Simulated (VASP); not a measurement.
These are r2SCAN meta-GGA, VASP's PBE PAW potentials (set 64) (plane waves; VASP) values and carry that method's errors.

A VASP calculation is set up with these files.

POSCAR:
```
Lu
1
    1.7565598543    -3.0424510019     0.0000000000
    1.7565598543     3.0424510019     0.0000000000
    0.0000000000     0.0000000000     5.4693042438
Lu
2
Direct
  0.3333330000   0.6666670000   0.2500000000
  0.6666670000   0.3333330000   0.7500000000
```

### INCAR
```
SYSTEM = Lu
PREC = Accurate; ENCUT = 520; LREAL = F
LASPH = T
EDIFF = 1E-7; NELM = 100; ALGO = Normal
LMAXMIX = 6; LMIXTAU = T
ISMEAR = 1; SIGMA = 0.1
METAGGA = R2SCAN
IBRION = 2; NSW = 30; ISIF = 4
EDIFFG = -0.01
LWAVE = F; LCHARG = F
```

### KPOINTS
```
Automatic
0
Gamma
 12 12 7
0 0 0
```

POTCAR, in this order: Lu_3 (PBE.64 set). Program: vasp_std.

Output of the run:

OSZICAR:
```
       N       E                     dE             d eps       ncg     rms          rms(c)
DAV:   1    -0.205510696540E+02   -0.20551E+02   -0.89396E+03  3303   0.154E+03
DAV:   2    -0.752245907104E+02   -0.54674E+02   -0.53516E+02  3358   0.746E+02
DAV:   3    -0.777065789345E+02   -0.24820E+01   -0.23656E+01  3604   0.686E+01
DAV:   4    -0.778204622231E+02   -0.11388E+00   -0.99314E-01  3584   0.998E+00
DAV:   5    -0.778257266556E+02   -0.52644E-02   -0.52635E-02  3376   0.233E+00    0.312E+01
DAV:   6    -0.763832659536E+02    0.14425E+01   -0.50921E-01  3184   0.175E+01    0.164E+01
DAV:   7    -0.749871930398E+02    0.13961E+01   -0.46900E-01  3600   0.127E+01    0.517E-01
DAV:   8    -0.763003426338E+02   -0.13131E+01   -0.44983E-01  3724   0.836E+00    0.270E+00
DAV:   9    -0.761724341469E+02    0.12791E+00   -0.70420E-02  3205   0.376E+00    0.778E-01
DAV:  10    -0.761633768248E+02    0.90573E-02   -0.16621E-03  3323   0.762E-01    0.810E-01
DAV:  11    -0.761705272771E+02   -0.71505E-02   -0.81817E-03  3164   0.121E+00    0.264E-01
DAV:  12    -0.761598433685E+02    0.10684E-01   -0.20968E-02  2855   0.164E+00    0.100E-01
DAV:  13    -0.761606800649E+02   -0.83670E-03   -0.88189E-04  3289   0.515E-01    0.846E-02
DAV:  14    -0.761607305981E+02   -0.50533E-04   -0.19251E-05  3535   0.693E-02    0.903E-02
DAV:  15    -0.761606417945E+02    0.88804E-04   -0.18988E-04  3282   0.223E-01    0.512E-02
DAV:  16    -0.761606449323E+02   -0.31378E-05   -0.81682E-06  3306   0.470E-02    0.517E-02
DAV:  17    -0.761606333860E+02    0.11546E-04   -0.65346E-06  3128   0.236E-02    0.119E-02
DAV:  18    -0.761606268613E+02    0.65247E-05   -0.14274E-05  3112   0.321E-02    0.945E-03
DAV:  19    -0.761606213911E+02    0.54702E-05   -0.62054E-06  3179   0.342E-02    0.128E-02
DAV:  20    -0.761606236129E+02   -0.22218E-05   -0.10997E-06  3154   0.117E-02    0.541E-03
DAV:  21    -0.761606249447E+02   -0.13318E-05   -0.10922E-07  1553   0.945E-03    0.475E-03
DAV:  22    -0.761606272556E+02   -0.23110E-05   -0.68841E-08  1543   0.850E-03    0.869E-04
DAV:  23    -0.761606270535E+02    0.20211E-06   -0.64876E-08  1533   0.982E-03    0.463E-04
DAV:  24    -0.761606273201E+02   -0.26658E-06   -0.21831E-08  1483   0.644E-03    0.243E-04
DAV:  25    -0.761606273725E+02   -0.52444E-07   -0.15408E-08  1473   0.436E-03
   1 F= -.76160627E+02 E0= -.76161127E+02  d E =-.761606E+02
       N       E                     dE             d eps       ncg     rms          rms(c)
DAV:   1    -0.761606657681E+02   -0.38448E-04   -0.15709E-03  3023   0.555E-01    0.314E-02
DAV:   2    -0.761606483704E+02    0.17398E-04   -0.54514E-05  3322   0.106E-01    0.170E-02
DAV:   3    -0.761606435093E+02    0.48611E-05   -0.51126E-06  3543   0.417E-02    0.691E-03
DAV:   4    -0.761606424643E+02    0.10450E-05   -0.41791E-06  3803   0.211E-02    0.556E-03
DAV:   5    -0.761606421603E+02    0.30397E-06   -0.58584E-07  2697   0.828E-03    0.300E-03
DAV:   6    -0.761606420979E+02    0.62392E-07   -0.20676E-08  1344   0.368E-03
   2 F= -.76160642E+02 E0= -.76161130E+02  d E =-.147254E-04
```

OUTCAR:
```
------------------------ aborting loop because EDIFF is reached ----------------------------------------
  FORCE on cell =-STRESS in cart. coord.  units (eV):
  Direction    XX          YY          ZZ          XY          YZ          ZX
  --------------------------------------------------------------------------------------
  Total        0.0311867      0.0311867      0.0230293      0.0000000     -0.0000000      0.0000000
  in kB        0.8547349      0.8547349      0.6311647      0.0000000     -0.0000000      0.0000000
  external PRESSURE =       0.7802115 kB  Pullay stress =       0.0000000 kB
  volume of cell :       58.46
      direct lattice vectors                 reciprocal lattice vectors
     1.757088622 -3.043366854 -0.000000000     0.284561629 -0.164291728 -0.000000000
     1.757088622  3.043366854  0.000000000     0.284561629  0.164291728  0.000000000
     0.000000000 -0.000000000  5.466012941     0.000000000 -0.000000000  0.182948707
 POSITION                                       TOTAL-FORCE (eV/Angst)
 -----------------------------------------------------------------------------------
      1.75709      1.01446      1.36650         0.000000      0.000000      0.000000
      1.75709     -1.01446      4.09951        -0.000000     -0.000000      0.000000
 -----------------------------------------------------------------------------------
    total drift:                                0.000002      0.000070     -0.000011
  FREE ENERGIE OF THE ION-ELECTRON SYSTEM (eV)
  ---------------------------------------------------
  free  energy   TOTEN  =       -76.1606420979 eV

  energy  without entropy=      -76.1621049102  energy(sigma->0) =      -76.16112970

 reached required accuracy - stopping structural energy minimisation
```
(Selected blocks of OUTCAR.)

File CONTCAR:
```
Lu
   1.00000000000000
     1.7570886217393469   -3.0433668541739340   -0.0000000000000000
     1.7570886217393469    3.0433668541739340    0.0000000000000000
     0.0000000000000000   -0.0000000000000000    5.4660129412498835
  Lu
     2
Direct
     0.3333330000000032    0.6666669999999968    0.2500000000000000
     0.6666669999999968    0.3333330000000032    0.7500000000000000
```

File OUTCAR:
```
 val. band max:        2.6897566761   @ k =   0.4167  -0.0000   0.2857

 cond. band min:       2.7108392748   @ k =   0.2500  -0.0000   0.2857


 Fermi energy:         2.7073354797

 k-point     1 :       0.0000    0.0000    0.0000
  band No.  band energies     occupation
      1     -25.4034      2.00000
      2     -24.9642      2.00000
      3     -24.9642      2.00000
      4     -24.8787      2.00000
      5     -24.8787      2.00000
      6     -24.8466      2.00000
      7      -3.5867      2.00000
      8       0.3283      2.00000
      9       3.2395     -0.00000
     10       5.1730      0.00000
     11       5.1731      0.00000
     12       5.6936      0.00000
     13       5.9794      0.00000

 k-point     2 :       0.0833   -0.0000    0.0000
  band No.  band energies     occupation
      1     -25.3920      2.00000
      2     -24.9862      2.00000
      3     -24.9719      2.00000
      4     -24.9020      2.00000
      5     -24.8814      2.00000
      6     -24.8521      2.00000
      7      -3.4161      2.00000
      8       0.4962      2.00000
      9       3.1321     -0.00000
     10       4.7251      0.00000
     11       5.3332      0.00000
     12       5.7366      0.00000
     13       6.0096      0.00000

 k-point     3 :       0.1667   -0.0000    0.0000
  band No.  band energies     occupation
      1     -25.3593      2.00000
      2     -25.0463      2.00000
      3     -24.9923      2.00000
      4     -24.9642      2.00000
      5     -24.8895      2.00000
      6     -24.8688      2.00000
      7      -2.9222      2.00000
      8       0.9571      2.00000
      9       2.8562     -0.05635
     10       3.9966     -0.00000
     11       5.2090      0.00000
     12       5.7191      0.00000
     13       5.8174      0.00000

 k-point     4 :       0.2500   -0.0000    0.0000
  band No.  band energies     occupation
      1     -25.3099      2.00000
      2     -25.1293      2.00000
      3     -25.0460      2.00000
...
```

The compound is Lu in the hcp structure. This run relaxes it. Symmetry was kept, so distortions that lower it aren't found.
